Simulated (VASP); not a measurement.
VASP input:

**KPOINTS**
```
Automatic mesh
0
Gamma
4 4 6
0 0 0
```

**POSCAR**
```
SnO2
1
    4.7701778429     0.0000000000     0.0000000000
    0.0000000000     4.7701778429     0.0000000000
    0.0000000000     0.0000000000     3.2197953572
Sn O
2 4
Direct
  0.0000000000   0.0000000000   0.0000000000
  0.5000000000   0.5000000000   0.5000000000
  0.3063833544   0.3063833544   0.0000000000
  0.8063833544   0.1936166456   0.5000000000
  0.1936166456   0.8063833544   0.5000000000
  0.6936166456   0.6936166456   0.0000000000
```

**INCAR**
```
ALGO=Normal
EDIFF=1E-6
EDIFFG=-0.02
ENCUT=520
IBRION=2
ISIF=3
ISMEAR=0
LASPH=.TRUE.
LCHARG=.FALSE.
LMAXMIX=4
LMIXTAU=.TRUE.
LREAL=.FALSE.
LWAVE=.FALSE.
METAGGA=R2SCAN
NELM=100
NSW=60
PREC=Accurate
SIGMA=0.05
SYSTEM=SnO2
```

POTCAR, in this order: Sn_d O (PBE.64 set). Program: vasp_std.

Question: Write an equivalent input for Ansatz.

Answer: One equivalent input (not run):
Ansatz 0.2 input:
```yaml
crystal:
  lattice:
    - [4.7701778, 0.0000000, 0.0000000]
    - [0.0000000, 4.7701778, 0.0000000]
    - [0.0000000, 0.0000000, 3.2197954]
  atoms:
    - { symbol: Sn, position: [0.0000000, 0.0000000, 0.0000000] }
    - { symbol: Sn, position: [0.5000000, 0.5000000, 0.5000000] }
    - { symbol: O, position: [0.3063834, 0.3063834, 0.0000000] }
    - { symbol: O, position: [0.8063834, 0.1936166, 0.5000000] }
    - { symbol: O, position: [0.1936166, 0.8063834, 0.5000000] }
    - { symbol: O, position: [0.6936166, 0.6936166, 0.0000000] }
kpoints:
  mp_grid: { grid: [4, 4, 6] }
hamiltonian:
  xc: r2scan
  pseudopotentials: { kind: paw }
scf:
  occupations: { method: gaussian, width: 0.05 }
  max_iter: 100
relax:
  max_steps: 60
  f_tol: 0.02
  cell: {}
output: { forces: true, stress: true, eigenvalues: true }
```
Limits of the translation: each code has its own PAW files, so the cut-off isn't converted (ENCUT is set for VASP's; basis.ecutwfc is left out, and Ansatz then takes the one that its files recommend); Ansatz stops its SCF on the density residual and VASP on the energy change (EDIFF).

The compound is SnO2 in the rutile structure. This run relaxes it. Symmetry was kept, so distortions that lower it aren't found. The start is the result of an earlier pass.
